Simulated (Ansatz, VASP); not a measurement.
# Cross-check of Ti28Si19O94 (undercooled, nearly rigid 60TiO2-40SiO2 (mol %) at 1500 K) between VASP and Ansatz

Wanted: the spread between two codes on one cell, functional and k mesh. The cell is taken from a series of runs on this material, whose earlier steps may have relaxed, scaled, displaced or heated it; both programs get it as it stands.

Calculated with Ansatz 0.2.0; plane waves, with VASP 6.6.1 beside it; single point at PBE.

## 1. The structure

The cell holds 141 atoms: 28 Ti, 19 Si and 94 O. Cell: a = 12.901 Å, b = 12.901 Å, c = 12.901 Å, α = 90.0°, β = 90.0°, γ = 90.0°. As first built, before any earlier steps moved the atoms (in the runner's words): 141 atoms (28 Ti, 19 Si, 94 O) placed at random at 2.96 g/cm^3, melted at 4000 K for 10 ps at fixed volume with the Morse and Coulomb pair potential with partial charges (Pedone, Malavasi, Menziani, Cormack and Segre, J. Phys. Chem. B 110, 11780 (2006)). Snapshot at the end of a hold of 10 ps at 1500 K and zero pressure.

## 2. VASP: single point, PBE

A single point gives forces, pressure and levels at one fixed geometry, so differences don't come from the geometry; what else differs is listed under the comparison.

Lines of VASP's logs that name or quote its potential files are left out, and so is its time.

Input file INCAR:

```
SYSTEM = Ti28Si19O94
PREC = Accurate
ENCUT = 520
EDIFF = 1E-06
NELM = 120
ISMEAR = -1
SIGMA = 0.129
LREAL = Auto
ALGO = Normal
GGA = PE
NBANDS = 586
LASPH = .TRUE.
LORBIT = 11
LWAVE = .FALSE.
LCHARG = .FALSE.
ISIF = 2
GGA_COMPAT = .FALSE.
EFERMI = MIDGAP
```

Input file POSCAR:

```
Ti28Si19O94
1.0
   12.9008600000      0.0000000000      0.0000000000
    0.0000000000     12.9008600000      0.0000000000
    0.0000000000      0.0000000000     12.9008600000
Ti Si O
28 19 94
Direct
    0.5013700000      0.9193400000      0.8323300000
    0.8109400000      0.6832200000      0.6840600000
    0.5124300000      0.1174200000      0.1000700000
    0.3272700000      0.8592200000      0.3174300000
    0.6852400000      0.2962400000      0.9067800000
    0.9363800000      0.8284800000      0.3096400000
    0.4800100000      0.8368500000      0.0904000000
    0.0988200000      0.9409000000      0.0169000000
    0.1136200000      0.3214200000      0.9967700000
    0.8246900000      0.2778200000      0.5773000000
    0.9844900000      0.0594600000      0.4034000000
    0.9040100000      0.4574700000      0.2241700000
    0.7840800000      0.6518000000      0.3679800000
    0.6105500000      0.8412000000      0.3213100000
    0.6241400000      0.4871700000      0.5272900000
    0.1035200000      0.4813800000      0.5722300000
    0.6260200000      0.8620700000      0.5958000000
    0.2505200000      0.7177500000      0.1036300000
    0.2702900000      0.9484500000      0.8243000000
    0.5931400000      0.4467600000      0.1123800000
    0.4522400000      0.1907200000      0.7638200000
    0.2369100000      0.2962500000      0.3555900000
    0.3512200000      0.3273700000      0.1024400000
    0.9339200000      0.8651600000      0.8206700000
    0.7344600000      0.6329300000      0.9897000000
    0.0743800000      0.2483600000      0.7372000000
    0.2277200000      0.6887900000      0.5023100000
    0.5450500000      0.5762100000      0.7733800000
    0.1071700000      0.6093800000      0.2850400000
    0.7140800000      0.0431200000      0.9491700000
[... 105 atom lines left out ...]
    0.4083400000      0.0383100000      0.8000800000
    0.1592800000      0.1624400000      0.6708400000
    0.8578000000      0.9735600000      0.7614900000
    0.5993200000      0.5451800000      0.6488000000
    0.2041800000      0.9971000000      0.9295800000
    0.4577800000      0.9886000000      0.0991800000
```

Input file KPOINTS:

```
Automatic mesh
0
Gamma
1 1 1
0 0 0
```

Potentials, in the order of the species: Ti_sv, Si and O (PBE family, release 64).

Launch:

```bash
export OMP_NUM_THREADS=3
mpirun -np 1 vasp_gam
```

Numbers of over 12 decimals in the logs are rounded to 6 here.

Log:

```text
[banner, memory and clock lines left out]
running    1 mpi-ranks, on    1 nodes
[...]
Offloading initialized ...    1 GPUs detected
[...]
LDA part: xc-table for (Slater+PW92), standard interpolation
 POSCAR, INCAR and KPOINTS ok, starting setup
[...]
entering main loop
       N       E                     dE             d eps       ncg     rms          rms(c)
DAV:   1     0.162335505295E+05    0.16234E+05   -0.54458E+05  1172   0.186E+03
DAV:   2     0.217535758346E+04   -0.14058E+05   -0.13265E+05  1228   0.555E+02
DAV:   3    -0.111999400107E+04   -0.32954E+04   -0.31597E+04  1348   0.252E+02
DAV:   4    -0.143336440653E+04   -0.31337E+03   -0.31215E+03  1600   0.859E+01
[...]
DAV:  20    -0.115824892599E+04    0.37402E-05   -0.34726E-05  1512   0.147E-02    0.939E-03
DAV:  21    -0.115824892464E+04    0.13556E-05   -0.15552E-05  1560   0.842E-03    0.573E-03
DAV:  22    -0.115824892409E+04    0.55125E-06   -0.39818E-06  1176   0.393E-03
   1 F= -.11582489E+04 E0= -.11582109E+04  d E =-.759724E-01
```

OUTCAR, selected parts (step 2):

```text
  FREE ENERGIE OF THE ION-ELECTRON SYSTEM (eV)
  ---------------------------------------------------
  free  energy   TOTEN  =     -1158.2489240862 eV

  energy  without entropy=    -1158.1729516433  energy(sigma->0) =    -1158.21093786
```

This run has no spin polarisation, so a moment on Ti, if there is one, isn't seen.

## 3. Ansatz: single point, PBE

Ansatz runs on its PAW soft_1 files.

The same cell, functional, mesh and smearing now go to Ansatz, which takes its cutoff from its data sets.

Input file input.yaml:

```yaml
crystal:
  lattice:
    - [12.90086, 0.0, 0.0]
    - [0.0, 12.90086, 0.0]
    - [0.0, 0.0, 12.90086]
  atoms:
    - { symbol: Ti, position: [0.50137, 0.91934, 0.83233] }
    - { symbol: Ti, position: [0.81094, 0.68322, 0.68406] }
    - { symbol: Ti, position: [0.51243, 0.11742, 0.10007] }
    - { symbol: Ti, position: [0.32727, 0.85922, 0.31743] }
    - { symbol: Ti, position: [0.68524, 0.29624, 0.90678] }
    - { symbol: Ti, position: [0.93638, 0.82848, 0.30964] }
    - { symbol: Ti, position: [0.48001, 0.83685, 0.0904] }
    - { symbol: Ti, position: [0.09882, 0.9409, 0.0169] }
    - { symbol: Ti, position: [0.11362, 0.32142, 0.99677] }
    - { symbol: Ti, position: [0.82469, 0.27782, 0.5773] }
    - { symbol: Ti, position: [0.98449, 0.05946, 0.4034] }
    - { symbol: Ti, position: [0.90401, 0.45747, 0.22417] }
    - { symbol: Ti, position: [0.78408, 0.6518, 0.36798] }
    - { symbol: Ti, position: [0.61055, 0.8412, 0.32131] }
    - { symbol: Ti, position: [0.62414, 0.48717, 0.52729] }
    - { symbol: Ti, position: [0.10352, 0.48138, 0.57223] }
    - { symbol: Ti, position: [0.62602, 0.86207, 0.5958] }
    - { symbol: Ti, position: [0.25052, 0.71775, 0.10363] }
    - { symbol: Ti, position: [0.27029, 0.94845, 0.8243] }
    - { symbol: Ti, position: [0.59314, 0.44676, 0.11238] }
    - { symbol: Ti, position: [0.45224, 0.19072, 0.76382] }
    - { symbol: Ti, position: [0.23691, 0.29625, 0.35559] }
    - { symbol: Ti, position: [0.35122, 0.32737, 0.10244] }
    - { symbol: Ti, position: [0.93392, 0.86516, 0.82067] }
    - { symbol: Ti, position: [0.73446, 0.63293, 0.9897] }
    - { symbol: Ti, position: [0.07438, 0.24836, 0.7372] }
    - { symbol: Ti, position: [0.22772, 0.68879, 0.50231] }
    - { symbol: Ti, position: [0.54505, 0.57621, 0.77338] }
    - { symbol: Si, position: [0.10717, 0.60938, 0.28504] }
    - { symbol: Si, position: [0.71408, 0.04312, 0.94917] }
[... 105 atom lines left out ...]
    - { symbol: O, position: [0.40834, 0.03831, 0.80008] }
    - { symbol: O, position: [0.15928, 0.16244, 0.67084] }
    - { symbol: O, position: [0.8578, 0.97356, 0.76149] }
    - { symbol: O, position: [0.59932, 0.54518, 0.6488] }
    - { symbol: O, position: [0.20418, 0.9971, 0.92958] }
    - { symbol: O, position: [0.45778, 0.9886, 0.09918] }
kpoints:
  mp_grid: { grid: [1, 1, 1] }
hamiltonian:
  xc: pbe
  pseudopotentials: { kind: paw, azcp: { folder: soft_1 } }
scf:
  occupations: { method: fermi_dirac, width: 0.129 }
output:
  forces: true
```

Launch:

```bash
ansatz run input.yaml --threads 4 --pin off --max-ram 8192MiB --backend cpu --events-out ev --progress --plain --runs-dir out
```

Log:

```text
band count auto-derived: 636 (N_el = 976.0; filled up to band 488; 629 by the electrons, moments and atoms)
Engine: ansatz 0.2.0, aarch64-unknown-linux-gnu
Pseudopotentials: kind: paw
Pseudopotential: Ti, paw, valence charge 12, recommended cutoff 420 eV (normal), soft_1/Ti.paw.azcp
Pseudopotential: Si, paw, valence charge 4, recommended cutoff 420 eV (normal), soft_1/Si.paw.azcp
Pseudopotential: O, paw, valence charge 6, recommended cutoff 420 eV (normal), soft_1/O.paw.azcp
Functional definition: PBE
  parameter kappa = 0.804
  parameter beta = 0.066725
  exchange = pbe_x(kappa = kappa, mu = beta*pi^2/3)
  correlation = pbe_c(beta = beta)
Crystal: 141 atoms, lattice volume = 2147.118 Å³
Basis set: ecut = 420 eV, 41923 PW (Γ), exchange–correlation on 180×180×180 points (8 copies of the dense FFT grid, shifted against one another)
Bands: 636, of which v1, the nominal top of the filled ones, is band 488 counted from 1 (487 counted from 0)
Symmetry: 1 space group operations
Space group: P1 (ITA 1), of the structure as read, at distance tolerance 1.3e-4 Å
k-points: 1
Non-local potential: Ti, projectors of the file, l = 0: 3, l = 1: 2, l = 2: 3, l = 3: 1
Non-local potential: Si, projectors of the file, l = 0: 2, l = 1: 2, l = 2: 1
Non-local potential: O, projectors of the file, l = 0: 2, l = 1: 2, l = 2: 1
PAW form: soft (Blöchl's): semilocal exchange-correlation on the pseudo side does not see the compensation charge
PAW one-centre angular grid: Ti, 590 points (default); XC on 64 Gauss nodes
PAW one-centre angular grid: Si, 110 points (default); XC on 64 Gauss nodes
PAW one-centre angular grid: O, 110 points (default); XC on 64 Gauss nodes
Initial density: superposition of atomic densities (chi_scale 0.1, normalization cell, long waves kept (reshape's long-wave potential 0.81 eV rms))
Initial wavefunctions: pseudopotential atomic-orbital guess
Functional: x = pbe(κ = 0.804, μ = 0.219515), c = pbe(β = 0.066725)
SCF iter   1: F=—  HF=-135624.311710 eV  |F-HF|=—  |Δ(HF+E_count)|=         —  Δρ=1.02e-1  dr2=5.35e2  ethr=3.10e-3  ⟨swp⟩=6.0  Hψ=2415  notcnv=0  defer=11
preconditioner: auto → LDOS  [metal: Δε(μ)=0.160 eV  Ē_g=10.141 eV  σ=0.129 eV  W_gap=0.28  n_scr=484 (ndim 8)  ℏωp=22.0 eV  f_vac=0.095  D(μ)=26.88/eV (n_scr^D=122)  β→1.0]
SCF iter   2: F=—  HF=-135651.247590 eV  |F-HF|=—  |Δ(HF+E_count)|=    2.69e1  Δρ=1.21e-1  dr2=4.39e2  ethr=3.10e-3  ⟨swp⟩=15.0  Hψ=2997  notcnv=0  defer=21
SCF iter   3: F=—  HF=-135579.535922 eV  |F-HF|=—  |Δ(HF+E_count)|=    7.17e1  Δρ=6.19e-2  dr2=1.77e2  ethr=3.10e-3  ⟨swp⟩=20.0  Hψ=4451  notcnv=0  defer=53
SCF iter   4: F=—  HF=-135554.136618 eV  |F-HF|=—  |Δ(HF+E_count)|=    2.54e1  Δρ=3.06e-2  dr2=3.17e1  ethr=3.10e-3  ⟨swp⟩=10.0  Hψ=2273  notcnv=0  defer=76
SCF iter   5: F=—  HF=-135548.274786 eV  |F-HF|=—  |Δ(HF+E_count)|=    5.86e0  Δρ=1.88e-2  dr2=1.04e1  ethr=3.10e-3  ⟨swp⟩=13.0  Hψ=3060  notcnv=0  defer=57
SCF iter   6: F=—  HF=-135547.197993 eV  |F-HF|=—  |Δ(HF+E_count)|=    1.08e0  Δρ=9.56e-3  dr2=1.78e0  ethr=1.07e-3  ⟨swp⟩=8.0  Hψ=1268  notcnv=0  defer=65
SCF iter   7: F=—  HF=-135547.447314 eV  |F-HF|=—  |Δ(HF+E_count)|=   2.49e-1  Δρ=9.66e-3  dr2=2.83e0  ethr=1.82e-4  ⟨swp⟩=11.0  Hψ=2301  notcnv=0  defer=55
SCF iter   8: F=—  HF=-135547.164633 eV  |F-HF|=—  |Δ(HF+E_count)|=   2.83e-1  Δρ=4.13e-3  dr2=4.94e-1  ethr=1.82e-4  ⟨swp⟩=8.0  Hψ=1186  notcnv=0  defer=53
SCF iter   9: F=—  HF=-135547.102933 eV  |F-HF|=—  |Δ(HF+E_count)|=   6.17e-2  Δρ=1.63e-3  dr2=6.57e-2  ethr=5.07e-5  ⟨swp⟩=5.0  Hψ=1282  notcnv=0  defer=53
SCF iter  10: F=—  HF=-135547.097423 eV  |F-HF|=—  |Δ(HF+E_count)|=   5.51e-3  Δρ=6.87e-4  dr2=1.03e-2  ethr=6.73e-6  ⟨swp⟩=2.0  Hψ=1146  notcnv=0  defer=52
SCF iter  11: F=—  HF=-135547.097660 eV  |F-HF|=—  |Δ(HF+E_count)|=   2.36e-4  Δρ=3.32e-4  dr2=1.52e-3  ethr=1.05e-6  ⟨swp⟩=2.0  Hψ=877  notcnv=0  defer=52
SCF iter  12: F=—  HF=-135547.098220 eV  |F-HF|=—  |Δ(HF+E_count)|=   5.60e-4  Δρ=1.92e-4  dr2=5.65e-4  ethr=1.55e-7  ⟨swp⟩=2.0  Hψ=1021  notcnv=0  defer=52
SCF iter  13: F=—  HF=-135547.098403 eV  |F-HF|=—  |Δ(HF+E_count)|=   1.83e-4  Δρ=9.01e-5  dr2=1.02e-4  ethr=5.79e-8  ⟨swp⟩=2.0  Hψ=874  notcnv=0  defer=52
SCF iter  14: F=—  HF=-135547.098370 eV  |F-HF|=—  |Δ(HF+E_count)|=   3.29e-5  Δρ=4.10e-5  dr2=2.13e-5  ethr=1.04e-8  ⟨swp⟩=2.0  Hψ=1002  notcnv=0  defer=52
SCF iter  15: F=—  HF=-135547.098758 eV  |F-HF|=—  |Δ(HF+E_count)|=   3.88e-4  Δρ=1.72e-5  dr2=3.98e-6  ethr=2.19e-9  ⟨swp⟩=2.0  Hψ=1118  notcnv=0  defer=52
SCF iter  16: F=—  HF=-135547.098760 eV  |F-HF|=—  |Δ(HF+E_count)|=   1.94e-6  Δρ=8.98e-6  dr2=1.00e-6  ethr=4.07e-10  ⟨swp⟩=2.0  Hψ=1061  notcnv=0  defer=52
SCF iter  17: F=—  HF=-135547.098760 eV  |F-HF|=—  |Δ(HF+E_count)|=   6.47e-7  Δρ=4.44e-6  dr2=3.18e-7  ethr=1.03e-10  ⟨swp⟩=2.0  Hψ=1061  notcnv=0  defer=52
SCF iter  18: F=—  HF=-135547.098761 eV  |F-HF|=—  |Δ(HF+E_count)|=   1.75e-7  Δρ=2.30e-6  dr2=1.03e-7  ethr=3.26e-11  ⟨swp⟩=2.0  Hψ=1063  notcnv=0  defer=52
SCF iter  19: F=-135547.098761 eV  HF=-135547.098761 eV  |F-HF|=5.79e-9  |Δ(HF+E_count)|=   2.27e-8  Δρ=1.13e-6  dr2=2.31e-8  ethr=1.02e-11  ⟨swp⟩=16.0  Hψ=3423  notcnv=0
SCF 1 converged in 19 iterations: F = -135547.098761 eV  dr2 = 2.31e-8
  greatest PAW one-centre occupation: 0.999 electrons in one spin orbital (limit 2), on the Ti atom at site 8 (counted from 0), in its partial waves of l = 0
SCF converged after 19 iterations
Free energy (F): -135547.098761 eV
Harris-Foulkes:  -135547.098761 eV  (|F-HF|=5.79e-9)
Internal energy: -135547.025121 eV  (E = F + TS)
E sigma→0 (E₀):  -135547.061941 eV
Entropy (-TS):   -0.073640 eV (-0.522 meV/atom)
Fermi energy:    4.209931 eV
--- Per-component energies (eV) ---
  E_band       = -10532.511194
  E_kinetic    = 24632.445739
  E_local      = -93995.386772  (includes V_loc(G=0)·N_el)
  E_nonlocal   = 6986.072869
  E_hartree    = 37200.286114
  E_xc         = -11071.092460
  E_vxc        = -13584.040138  (∫ρ·V_xc dr)
  E_paw        = -54203.887666  (= ΣΔE_a)
  E_vpaw       = -8972.238625  (= ΣTr[D̂ρ^β])
  E_aug_tail   = 0.071882  (compensation charges beyond the density's cutoff)
  E_ewald      = -45095.534827
  E_smearing   = -0.073640  (= −TS)
  E_closure    = 0.000000  (closes the sum)
  Σ components = -135547.098761   (vs F -135547.098761, Δ=0.00e0)
--- Forces (eV/Å), atoms counted from 1 ---
  atom   1  Ti     1.42961804     3.20263289     0.80207833
  atom   2  Ti    -0.72369807     4.21789934     0.09508099
  atom   3  Ti     0.36841952    -3.79118940     2.72796198
  atom   4  Ti     1.06814510    -4.87425658    -3.18167768
  atom   5  Ti     0.19109924     0.37442438     2.33206263
  atom   6  Ti     2.57133931    -4.60928400    -4.36174222
  atom   7  Ti     0.85924821     2.42767998     2.73591837
  atom   8  Ti     2.29374575    -2.38224675    -0.27525201
  atom   9  Ti    -2.34538352    -0.98613545    -1.36948021
  atom  10  Ti    -3.11170851     4.41588002    -3.91811289
  atom  11  Ti     1.45647558     2.02283379     0.41682708
  atom  12  Ti     2.54686151     0.08370902     2.72194568
  atom  13  Ti    -3.18670576    -1.87933040     0.05847332
  atom  14  Ti    -3.62167447    -0.39825071    -0.68237787
  atom  15  Ti    -2.11862086    -2.89850223     0.74528851
  atom  16  Ti     2.50867308     2.29274709     1.51078873
  atom  17  Ti    -3.02711366     1.75355078    -0.73516556
  atom  18  Ti    -0.77296082     0.99908470     2.97560734
  atom  19  Ti    -2.78949701     7.97592842    -1.66261623
  atom  20  Ti    -0.41492163     2.19357762     0.11882319
  atom  21  Ti     3.02134859     0.96518536     0.37930436
  atom  22  Ti     3.43235121     1.20334116     0.50238048
  atom  23  Ti     3.39543870     0.83108765     1.27955262
  atom  24  Ti    -0.20655796     1.53246566    -4.75498892
[...]
atom 134  O      1.58780384    -1.40433740     0.27809284
  atom 135  O     -0.91313097    -2.66859804    -1.96279614
  atom 136  O     -0.46292629     1.44684279     0.05850547
  atom 137  O      0.47812892    -0.23460862    -0.39790316
  atom 138  O     -0.06812360     2.76481927     0.09241858
  atom 139  O      1.08654879     0.43092261     0.34234878
  atom 140  O     -0.64006443    -0.36565873     2.27318877
  atom 141  O     -0.76210655    -1.17639641     0.76252008
  max |Σ_I F_I| component: 5.59e-5 eV/Å
```

The column dr2 measures how far the density is from self-consistency, as an energy; F and HF (Harris–Foulkes) agree once it is small.

## 4. Side by side

Known differences besides the potentials themselves: the cutoff is 420 eV in Ansatz and 520 eV in VASP (PREC = Accurate, projectors in real space). Total energies have different zeros and are not compared.

Both answers:

| quantity | Ansatz | VASP | difference |
| --- | --- | --- | --- |
| gap on the k mesh (eV) | 1.070 | 1.060 | +0.010 |

Forces on 9 of the 141 atoms, those with the largest forces and the largest differences (eV/Å; atoms numbered as in POSCAR):

| atom | Ansatz x, y, z | VASP x, y, z |
| --- | --- | --- |
| Ti6 | 2.571, -4.609, -4.362 | 2.592, -4.659, -4.438 |
| Ti10 | -3.112, 4.416, -3.918 | -3.138, 4.517, -4.058 |
| Ti19 | -2.789, 7.976, -1.663 | -2.763, 8.022, -1.628 |
| Ti27 | -3.408, -3.539, 1.717 | -3.467, -3.704, 1.816 |
| Si30 | -6.123, -4.299, 3.073 | -6.100, -4.277, 3.078 |
| Si35 | -2.212, 3.526, 5.293 | -2.193, 3.490, 5.318 |
| O51 | -1.343, -1.245, -1.054 | -1.449, -1.312, -1.177 |
| O89 | -1.850, -5.501, 5.045 | -1.888, -5.660, 5.160 |
| O98 | 5.544, 0.481, 5.226 | 5.565, 0.506, 5.277 |

The forces differ by 40 meV/Å r.m.s., which is 1.9 % of the r.m.s. force of 2.149 eV/Å (both taken over all components). A gap on the mesh is an upper bound, since the band edges may lie between its points.

## 5. Outcome

| Item | Value |
| --- | --- |
| r.m.s. force difference (single point, PBE) | 1.9 % of the r.m.s. force |

**Reading.** The r.m.s. force difference is 1.9 % of the r.m.s. force (single point, PBE), within the 3 % picked in this series as the mark of a large difference. How closely two codes agree says nothing of how well the functional describes the real material.

[Lines on the potential files, build, host, timing and source positions are cut from VASP's logs without a mark.]

[Logs are printed without paths, hosts, clocks, repeated set-up lines and the standing remarks that a program may print on its own settings, such as how far it seeks lower states.]

[Hosts, paths, dates, database ids (printed as entryN), source tags and the programs' standing remarks are cut or masked in the printed files.]
